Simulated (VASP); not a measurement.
VASP input:

### INCAR
```
ALGO = Normal
EDIFF = 1E-6
EDIFFG = -0.02
ENCUT = 620
GGA = PE
IBRION = 2
ISIF = 3
ISMEAR = 1
LASPH = T
LCHARG = F
LMAXMIX = 4
LREAL = F
LWAVE = F
NELM = 100
NSW = 40
PREC = Accurate
PSTRESS = 200
SIGMA = 0.1
SYSTEM = ZrC
```

POSCAR:
```
ZrC
1.0
  0.0000000000   2.3229139873   2.3229139873
  2.3229139873   0.0000000000   2.3229139873
  2.3229139873   2.3229139873   0.0000000000
Zr C
1 1
Cartesian
  0.0000000000   0.0000000000   0.0000000000
  2.3229139873   2.3229139873   2.3229139873
```

### KPOINTS
```
Automatic mesh
0
Gamma
14 14 14
0 0 0
```

POTCAR, in this order: Zr_sv C (PBE.64 set). Program: vasp_std.

### Question
Translate this PBE calculation to Quantum ESPRESSO's pw.x.

### Answer
One equivalent input (not run):
```
&CONTROL
  calculation = 'vc-relax'
  pseudo_dir = './pseudo'
  outdir = './out'
  tprnfor = .true.
  tstress = .true.
  nstep = 40
  forc_conv_thr = 0.00078
/
&SYSTEM
  ibrav = 0
  nat = 2
  ntyp = 2
  ecutwfc = 82
  occupations = 'smearing'
  smearing = 'methfessel-paxton'
  degauss = 0.00735
  input_dft = 'pbe'
/
&ELECTRONS
  conv_thr = 7.3e-08
  electron_maxstep = 100
/
&IONS
/
&CELL
  press = 200
/
ATOMIC_SPECIES
  Zr 91.224 Zr.upf
  C 12.011 C.upf
CELL_PARAMETERS angstrom
     0.0000000    2.3229140    2.3229140
     2.3229140    0.0000000    2.3229140
     2.3229140    2.3229140    0.0000000
ATOMIC_POSITIONS crystal
  Zr   0.0000000  0.0000000  0.0000000
  C    0.5000000  0.5000000  0.5000000
K_POINTS automatic
  14 14 14 0 0 0
```
The two are equivalent in intent, not identical: the potentials are each code's own (VASP's PAW set, PseudoDojo norm-conserving files in pw.x), so ENCUT and ecutwfc are chosen apart and not converted; conv_thr bounds pw.x's estimated SCF error, while EDIFF bounds the energy change between steps; forc_conv_thr acts on force components and is met together with etot_conv_thr.

The compound is ZrC in the rock salt structure. This run relaxes it under an external pressure of 20 GPa. Symmetry was kept, so distortions that lower it aren't found.
